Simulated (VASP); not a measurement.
OSZICAR of a VASP run on ZnSe (zinc blende):

### OSZICAR
```
       N       E                     dE             d eps       ncg     rms          rms(c)
DAV:   1     0.115660434269E+03    0.11566E+03   -0.53543E+03 10364   0.442E+02
DAV:   2     0.420139232343E+01   -0.11146E+03   -0.94183E+02  9780   0.147E+02
DAV:   3    -0.752336840870E+01   -0.11725E+02   -0.11472E+02 11325   0.413E+01
DAV:   4    -0.768304405506E+01   -0.15968E+00   -0.15957E+00 11048   0.503E+00
DAV:   5    -0.768332321234E+01   -0.27916E-03   -0.27915E-03 10737   0.203E-01    0.551E+00
DAV:   6    -0.741069557076E+01    0.27263E+00   -0.13861E-01 12648   0.105E+01    0.406E+00
DAV:   7    -0.737820489545E+01    0.32491E-01   -0.38653E-02 11269   0.138E+00    0.172E+00
DAV:   8    -0.737261134718E+01    0.55935E-02   -0.22773E-03 12077   0.589E-01    0.352E-01
DAV:   9    -0.737211278738E+01    0.49856E-03   -0.87830E-04 10572   0.104E-01    0.457E-02
DAV:  10    -0.737212103898E+01   -0.82516E-05   -0.53879E-05 11383   0.292E-02    0.280E-02
DAV:  11    -0.737212351639E+01   -0.24774E-05   -0.14559E-06 10650   0.718E-03    0.130E-02
DAV:  12    -0.737212341353E+01    0.10286E-06   -0.12978E-07 11289   0.313E-03    0.285E-03
DAV:  13    -0.737212340608E+01    0.74567E-08   -0.59468E-08  9622   0.926E-04
   1 F= -.73721234E+01 E0= -.73721234E+01  d E =-.962468E-41
 imaginary and real dielectric function
```

Question: Which electronic solver shows in the log?

Answer: It is blocked Davidson (ALGO = Normal, or the opening steps of other solvers). The INCAR had ALGO = Normal.

Question: Can the final energy be trusted as converged?

Answer: Self-consistency was reached. It stopped with EDIFF = 1E-7, NELM = 100 (LDA (Ceperley-Alder, Perdew-Zunger), plane waves, VASP's LDA PAW potentials (set 64)).

The compound is ZnSe in the zinc blende structure. It was relaxed first, which changed the volume by -5 %.
